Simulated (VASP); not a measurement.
# A VASP study of BN (Qingsongite) (SCAN): structure first, properties next, part 6 of 6

Aim: relax BN (Qingsongite) with SCAN, compute its properties on that cell and hold them against experiment. The start is a cell from a database of measured crystal structures.

VASP 6.6.1, plane waves and PAW; the level of theory is named at each step.

So far, gap on the k-mesh (eV): step 2 (relaxing cell and atoms (SCAN)) 5.08; step 7 (volume scan with SCAN, volume scale 0.94) 5.16; step 8 (volume scan with SCAN, volume scale 0.96) 5.13; step 16 (optical spectrum (SCAN)) 4.97; step 17 (starting orbitals for the hybrid) 5.23.

## (19) Bands along the symmetry lines (TB-mBJ)

This step: TB-mBJ; plane waves and PAW (B, N) (VASP 6.6.1).

The mesh alone shows little of the dispersion and can miss band extrema, so KPOINTS_OPT adds a path through the symmetry points after the self-consistent cycle. TB-mBJ is a local potential fitted to gaps: it costs far less than a hybrid but gives no energy.

The input, INCAR:

```
SYSTEM = BN
PREC = Accurate
ENCUT = 520
EDIFF = 1E-06
NELM = 150
ISMEAR = 0
SIGMA = 0.05
LREAL = .FALSE.
ALGO = Normal
METAGGA = MBJ
LASPH = .TRUE.
NBANDS = 16
LORBIT = 11
LWAVE = .FALSE.
LCHARG = .FALSE.
KPAR = 2
```

The input, POSCAR:

```
BN
1.0
    0.0000000000      1.8031657440      1.8031657440
    1.8031657440      0.0000000000      1.8031657440
    1.8031657440      1.8031657440      0.0000000000
B N
1 1
Direct
    0.0000000000      0.0000000000      0.0000000000
    0.2500000000      0.2500000000      0.2500000000
```

The input, KPOINTS:

```
Automatic mesh
0
Gamma
11 11 11
0 0 0
```

The input, KPOINTS_OPT:

```
Line mode
16
Line-mode
Reciprocal
  0.00000000   0.00000000   0.00000000 GAMMA
  0.50000000   0.00000000   0.50000000 X

  0.50000000   0.00000000   0.50000000 X
  0.50000000   0.25000000   0.75000000 W

  0.50000000   0.25000000   0.75000000 W
  0.37500000   0.37500000   0.75000000 K

  0.37500000   0.37500000   0.75000000 K
  0.00000000   0.00000000   0.00000000 GAMMA

  0.00000000   0.00000000   0.00000000 GAMMA
  0.50000000   0.50000000   0.50000000 L

  0.50000000   0.50000000   0.50000000 L
  0.62500000   0.25000000   0.62500000 U

  0.62500000   0.25000000   0.62500000 U
  0.50000000   0.25000000   0.75000000 W

  0.50000000   0.25000000   0.75000000 W
  0.50000000   0.50000000   0.50000000 L

  0.50000000   0.50000000   0.50000000 L
  0.37500000   0.37500000   0.75000000 K

  0.62500000   0.25000000   0.62500000 U
  0.50000000   0.00000000   0.50000000 X
```

The projector-augmented-wave data sets are B and N (PBE family, release 64).

Launch:

```
$ mpirun -np 2 vasp_std
```

Log:

```text
[... set-up lines as in an earlier step ...]
 entering main loop
       N       E                     dE             d eps       ncg     rms          rms(c)
DAV:   1     0.287947843870E+02    0.28795E+02   -0.45802E+03  1832   0.504E+02
DAV:   2    -0.259718737817E+01   -0.31392E+02   -0.30511E+02  2368   0.139E+02
DAV:   3    -0.304375660045E+01   -0.44657E+00   -0.44641E+00  1984   0.136E+01
DAV:   4    -0.304403629996E+01   -0.27970E-03   -0.27970E-03  2400   0.386E-01
DAV:   5    -0.304403647265E+01   -0.17269E-06   -0.17269E-06  2016   0.902E-03    0.753E+00
DAV:   6    -0.221726362400E+01    0.82677E+00   -0.12401E+01  2184   0.187E+01    0.636E+00
DAV:   7    -0.229216418335E+01   -0.74901E-01   -0.41049E+00  2000   0.853E+00    0.417E+00
DAV:   8    -0.907377079655E+00    0.13848E+01   -0.27100E+00  1944   0.700E+00    0.184E+00
DAV:   9    -0.813238818050E+00    0.94138E-01   -0.20671E+00  2032   0.629E+00    0.579E-01
DAV:  10    -0.644109824518E+00    0.16913E+00   -0.43538E-01  1968   0.265E+00    0.670E-01
DAV:  11    -0.553900439009E+00    0.90209E-01   -0.15486E-01  2016   0.156E+00    0.233E-01
DAV:  12    -0.566847593507E+00   -0.12947E-01   -0.33740E-02  2032   0.765E-01    0.169E-01
DAV:  13    -0.545465761447E+00    0.21382E-01   -0.99811E-03  2048   0.434E-01    0.309E-01
DAV:  14    -0.521101802444E+00    0.24364E-01   -0.55188E-03  1976   0.309E-01    0.151E-01
DAV:  15    -0.514948048456E+00    0.61538E-02   -0.20125E-03  1976   0.180E-01    0.186E-01
DAV:  16    -0.500161879881E+00    0.14786E-01   -0.75379E-04  2032   0.129E-01    0.108E-01
DAV:  17    -0.495895119951E+00    0.42668E-02   -0.36941E-04  2072   0.839E-02    0.123E-01
DAV:  18    -0.483375506784E+00    0.12520E-01   -0.21748E-04  2152   0.713E-02    0.749E-02
DAV:  19    -0.474112722854E+00    0.92628E-02   -0.11095E-04  2048   0.574E-02    0.615E-02
DAV:  20    -0.465578457914E+00    0.85343E-02   -0.46027E-05  2328   0.410E-02    0.350E-02
DAV:  21    -0.460650722076E+00    0.49277E-02   -0.24969E-05  2104   0.281E-02    0.282E-02
DAV:  22    -0.455161051129E+00    0.54897E-02   -0.14769E-05  2304   0.231E-02    0.132E-02
DAV:  23    -0.451852346776E+00    0.33087E-02   -0.83832E-06  2104   0.167E-02    0.852E-03
DAV:  24    -0.450263535500E+00    0.15888E-02   -0.14641E-06  1712   0.824E-03    0.462E-03
DAV:  25    -0.449696542495E+00    0.56699E-03   -0.51449E-07   968   0.380E-03    0.434E-03
DAV:  26    -0.448290549170E+00    0.14060E-02   -0.93048E-07   952   0.546E-03    0.744E-04
DAV:  27    -0.447603374185E+00    0.68717E-03   -0.62409E-07  1312   0.454E-03    0.496E-04
DAV:  28    -0.447484016470E+00    0.11936E-03   -0.45466E-08   920   0.146E-03    0.648E-04
DAV:  29    -0.447458028461E+00    0.25988E-04   -0.18592E-09   920   0.313E-04    0.705E-04
DAV:  30    -0.447592703018E+00   -0.13467E-03   -0.83255E-09   920   0.530E-04    0.370E-04
DAV:  31    -0.447715038288E+00   -0.12234E-03   -0.92876E-09   920   0.606E-04    0.142E-04
DAV:  32    -0.447772336015E+00   -0.57298E-04   -0.24060E-09   920   0.318E-04    0.107E-04
DAV:  33    -0.447721713673E+00    0.50622E-04   -0.18509E-09   920   0.246E-04    0.101E-04
DAV:  34    -0.447721051883E+00    0.66179E-06   -0.11762E-09   904   0.163E-04
   1 F= -.44772105E+00 E0= -.44772105E+00  d E =-.243123E-32
 Start KPOINTS_OPT (optional k-point list driver)
k-point batch [1-56\160]
       N       E                     dE             ncg
DAV:   1     0.145791723047E+04   -0.20613E+05     1816
DAV:   2    -0.329211270349E+03   -0.17871E+04     2360
DAV:   3    -0.354364991420E+03   -0.25154E+02     2144
DAV:   4    -0.354381455107E+03   -0.16464E-01     2272
DAV:   5    -0.354381466266E+03   -0.11159E-04     2216
DAV:   6    -0.354381466277E+03   -0.11105E-07     1768
[...]
k-point batch [113-160\160]
       N       E                     dE             ncg
DAV:   1     0.473067045156E+04   -0.19559E+05     1544
DAV:   2     0.323160532631E+04   -0.14991E+04     2072
DAV:   3     0.321196194859E+04   -0.19643E+02     1824
DAV:   4     0.321194918109E+04   -0.12768E-01     2064
DAV:   5     0.321194917229E+04   -0.88027E-05     1832
DAV:   6     0.321194917228E+04   -0.82464E-08     1656
```

It took 12 s on 2 MPI ranks of Intel Xeon 6975P-C (Granite Rapids), shared host; peak memory 0.26 GiB.

Parts of OUTCAR (step 19):

```text
   NELECT =       8.0000    total number of electrons

 E-fermi :   7.7576

 k-point     1 :       0.0000    0.0000    0.0000
  band No.  band energies     occupation
      1     -13.3479      2.00000
      2       7.3531      2.00000
      3       7.3531      2.00000
      4       7.3531      2.00000
      5      17.6843      0.00000
      6      17.6843      0.00000
      7      17.6843      0.00000
      8      18.9500      0.00000
      9      33.9558      0.00000
    ...

  Total       -5.6348391     -5.6348391     -5.6348391      0.0000000      0.0000000     -0.0000000
  in kB     -769.9369476   -769.9369476   -769.9369476      0.0000000      0.0000000     -0.0000000
  external PRESSURE =    -769.9369476 kB  Pullay stress =       0.0000000 kB

 POSITION                                       TOTAL-FORCE (eV/Angst)
 -----------------------------------------------------------------------------------
      0.00000      0.00000      0.00000         0.000000      0.000000      0.000000
      0.90158      0.90158      0.90158        -0.000000     -0.000000     -0.000000
 -----------------------------------------------------------------------------------
    total drift:                               -0.000000     -0.000000     -0.000000

  FREE ENERGIE OF THE ION-ELECTRON SYSTEM (eV)
  ---------------------------------------------------
  free  energy   TOTEN  =        -0.4477210519 eV

  energy  without entropy=       -0.4477210519  energy(sigma->0) =       -0.44772105

[... 8 parts as in an earlier step ...]

[... 9 further parts left out ...]
```

This functional is a potential without an energy, so its energies, forces and stress mean nothing and are not read.

This step gave:

* electronic steps: 34
* bands: 16
* irreducible k points: 56
* Fermi energy: 7.758 eV
* least gap on mesh and path: 5.801 eV
* least direct gap on mesh and path: 10.33 eV

The electronic bands at the labelled points (eV, zero at the valence-band top; v1 is the highest filled band, c1 the lowest empty one):

```tsv
point	v3	v2	v1	c1	c2	c3	c4
Γ	0.00	0.00	0.00	10.33	10.33	10.33	11.60
0.53 of the way	-4.48	-3.08	-3.08	7.96	12.48	15.64	15.64
X	-8.84	-4.71	-4.71	5.80	10.20	20.37	20.37
0.53 of the way	-8.37	-5.60	-5.53	8.07	12.16	18.11	19.44
W	-7.60	-6.67	-6.10	10.94	15.07	15.90	16.02
0.47 of the way	-7.89	-7.04	-4.96	9.63	14.38	16.32	18.08
K	-8.08	-7.28	-3.90	8.20	14.09	17.88	18.91
0.47 of the way	-6.09	-4.10	-1.23	11.94	12.61	12.94	15.23
Γ	0.00	0.00	0.00	10.33	10.33	10.33	11.60
0.47 of the way	-4.89	-0.96	-0.96	10.82	11.78	11.78	14.96
L	-10.39	-1.85	-1.85	11.15	12.18	12.18	17.37
0.47 of the way	-9.75	-4.08	-2.63	10.38	13.72	14.14	17.55
U	-8.08	-7.28	-3.90	8.20	14.09	17.88	18.91
0.53 of the way	-7.89	-7.04	-4.96	9.63	14.38	16.32	18.08
W	-7.60	-6.67	-6.10	10.94	15.07	15.90	16.02
0.47 of the way	-9.29	-4.99	-3.45	10.94	12.64	16.30	17.78
L	-10.39	-1.85	-1.85	11.15	12.18	12.18	17.37
0.53 of the way	-9.56	-4.60	-2.81	10.05	14.28	14.65	17.44
K	-8.08	-7.28	-3.90	8.20	14.09	17.88	18.91
jump to U	-8.08	-7.28	-3.90	8.20	14.09	17.88	18.91
0.47 of the way	-8.60	-5.81	-4.48	6.82	11.33	19.55	19.85
X	-8.84	-4.71	-4.71	5.80	10.20	20.37	20.37
```

Of the projections kept (B, N), the largest for each band there; the rest of the weight can lie on other orbitals:

```tsv
point	v3	v2	v1	c1	c2	c3	c4
Γ	N 0.85	N 0.85	N 0.85	B 0.93	B 0.93	B 0.93	N 0.72
X	N 0.53	N 0.63	N 0.63	B 0.61	B 0.90	B 0.57	B 0.57
W	B 0.51	N 0.66	N 0.56	N 0.85	B 0.74	B 1.00	B 0.53
K	N 0.51	N 0.59	N 0.65	B 0.60	B 0.58	B 0.62	B 0.64
Γ	N 0.85	N 0.85	N 0.85	B 0.93	B 0.93	B 0.93	N 0.72
L	B 0.50	N 0.72	N 0.72	B 0.62	B 0.81	B 0.81	N 0.80
```

The electronic bands as a text plot (rows in eV, shown from -8.0 to 11.6 only):

```
   11.2 | +    +   +  +     +  ++ + ++++++++      +++++++++    +
   10.4 |+      +++  +     +    ++++++      +    +         +    +
    9.6 | ++           +  +                  +
    8.7 |   +       +   ++                    + +           ++
    7.9 |    +                                 +              +
    7.1 |     +    +
    6.3 |      ++ +                                            +
    5.5 |        +                                              +
    4.7 |
    3.8 |
    3.0 |
    2.2 |
    1.4 |
    0.6 |
   -0.2 |*                    *******
   -1.1 | **                 *  *    **
   -1.9 |   *               *  **   *  *****           ***
   -2.7 |   **             *  *            **        *** ***
   -3.5 |     *          **    *     *       **       *   * **
   -4.3 |    * ***      *    **             *  **   **     *  ***
   -5.1 |     *   **   *    *                      *            *
   -6.0 |           ***    * *        *      *   ** *       *  *
   -6.8 |      *     ***  *                   * ****          *
   -7.6 |            ***** **          *       ****          *
         Γ       X    W  K        Γ      L     U  W     L   K|U X
```

The gap moves by +0.83 eV against SCAN.

## (20) Outcome

```
relaxed volume                                             : 5.863 Å³/atom
relaxed conventional cell a, b, c                          : 3.606, 3.606, 3.606 Å
space group after relaxing, within 0.02 Å                  : F-43m (No. 216)
band gap                                                   : 4.97 eV, indirect (least direct gap of that run 9.52 eV)
gap among the points of the DOS mesh alone, an upper bound : 4.97 eV
highest zone-centre mode                                   : 1042 cm⁻¹
bulk modulus from the fit                                  : 394 GPa
volume from the fit                                        : 5.87 Å³/atom
strongest peak of ε2, mean over directions                 : 12.7 eV
ε1 at zero frequency, no local fields, mean                : 4.41
band gap (HSE06)                                           : 5.81 eV, indirect (least direct gap of that run 10.6 eV)
band gap (TB-mBJ)                                          : 5.80 eV, indirect (least direct gap of that run 10.3 eV)
```

**Reading.** With SCAN, BN (Qingsongite) relaxes to 5.863 Å³/atom in space group F-43m (held by the symmetry of the run), has an indirect gap of 4.97 eV (5.81 eV with HSE06) and has a bulk modulus of 394 GPa. Against the listed cell the volume lies -0.7 %. Band structure (SCAN): On this path the gap is indirect, 4.97 eV, with the valence top at Γ and the conduction bottom at X. The least direct gap is 9.52 eV. Zone-centre phonons (SCAN): The highest mode in this list at Γ, 1042.0 cm⁻¹, has its largest share on B (56 % of the kinetic energy). Band structure (HSE06): The path shows an indirect gap of 5.81 eV (valence top at Γ, conduction bottom at X). The least direct gap is 10.61 eV. Bands along the symmetry lines (TB-mBJ): On this path the gap is indirect, 5.80 eV, with the valence top at Γ and the conduction bottom at X. The least direct gap is 10.33 eV. The other levels ran on the cell relaxed with SCAN, and without spin-orbit coupling unless named. Semilocal functionals usually underestimate gaps. Modes at Γ alone can't show that the crystal is stable at other wave vectors, and the LO-TO splitting is not included. No search among competing phases was made, and a listed structure need not be the one stable at ambient conditions. All values are for a static lattice at zero temperature.

Calculation against experiment:

```
                             quantity  measured            SCAN  Birch-Murnaghan fit, SCAN
               lattice constant a (Å)    3.6152  3.606 (-0.2 %)                          -
                   bulk modulus (GPa)       395               -               394 (-0.4 %)
Raman mode, TO phonon at Gamma (cm⁻¹)      1056   1042 (-1.3 %)                          -
```

Measured values from arxiv:cond-mat/0702656 (2007) and arxiv:1812.11146 (2018).

Verdict: The lattice constant a is off by -0.2 %: good agreement. The bulk modulus is off by -0.4 %: good agreement. The Raman mode is off by -1.3 %: good agreement. The grades are ours: good and fair within 0.7 and 1.5 % for the lattice constant a, 5 and 12 % for the bulk modulus and 3 and 7 % for the Raman mode. For lattice constants, bulk modulus and Raman mode the calculation has a static lattice, without zero-point motion or thermal expansion (measured at up to 295 K).

[Lines on the potential files, build, host, timing and source positions are cut from VASP's logs without a mark.]

[Logs are printed without paths, hosts, clocks, repeated set-up lines and the standing remarks that a program may print on its own settings, such as how far it seeks lower states.]

[Hosts, paths, dates, database ids (printed as entryN), source tags and the programs' standing remarks are cut or masked in the printed files.]

[A measured line is paired with the nearest computed mode of its activity, which favours agreement.]
